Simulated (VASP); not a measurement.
The input files of a VASP run:

POSCAR:
```
AlN
1
    2.5946743202    -0.0000000000     0.0000000000
   -0.0000000000     2.5946743202    -0.0000000000
    0.0000000000    -0.0000000000     2.5946743202
Al N
1 1
Direct
  0.0000000000   0.0000000000   0.0000000000
  0.5000000000   0.5000000000   0.5000000000
```

KPOINTS:
```
Automatic
0
G
  14 14 14
0 0 0
```

### INCAR
```
SYSTEM = AlN
PREC = Accurate
ENCUT = 620
EDIFF = 1E-6
NELM = 100
ALGO = Normal
LREAL = .FALSE.
LASPH = .TRUE.
ISMEAR = 1
SIGMA = 0.1
GGA = PS
LWAVE = .FALSE.
LCHARG = .FALSE.
IBRION = 2
ISIF = 3
NSW = 40
EDIFFG = -0.02
```

POTCAR, in this order: Al N (PBE.64 set). Program: vasp_std.

Q: Write an equivalent input for Quantum ESPRESSO's pw.x.

A: One equivalent input (not run):
```
&CONTROL
  calculation = 'vc-relax'
  pseudo_dir = './pseudo'
  outdir = './out'
  tprnfor = .true.
  tstress = .true.
  nstep = 40
  forc_conv_thr = 0.00078
/
&SYSTEM
  ibrav = 0
  nat = 2
  ntyp = 2
  ecutwfc = 84
  occupations = 'smearing'
  smearing = 'methfessel-paxton'
  degauss = 0.00735
  input_dft = 'pbesol'
/
&ELECTRONS
  conv_thr = 7.3e-08
  electron_maxstep = 100
/
&IONS
/
&CELL
/
ATOMIC_SPECIES
  Al 26.982 Al.upf
  N 14.007 N.upf
CELL_PARAMETERS angstrom
     2.5946743   -0.0000000    0.0000000
    -0.0000000    2.5946743   -0.0000000
     0.0000000   -0.0000000    2.5946743
ATOMIC_POSITIONS crystal
  Al   0.0000000  0.0000000  0.0000000
  N    0.5000000  0.5000000  0.5000000
K_POINTS automatic
  14 14 14 0 0 0
```
Limits of the translation: the potentials are each code's own (VASP's PAW set, PseudoDojo norm-conserving files in pw.x), so ENCUT and ecutwfc are chosen apart and not converted; conv_thr bounds pw.x's estimated SCF error, while EDIFF bounds the energy change between steps; forc_conv_thr acts on force components and is met together with etot_conv_thr.

The structure was generated: AlN was put into the CsCl type type (Pm-3m), which need not be its known phase. This run relaxes it. Symmetry was kept, so distortions that lower it aren't found.
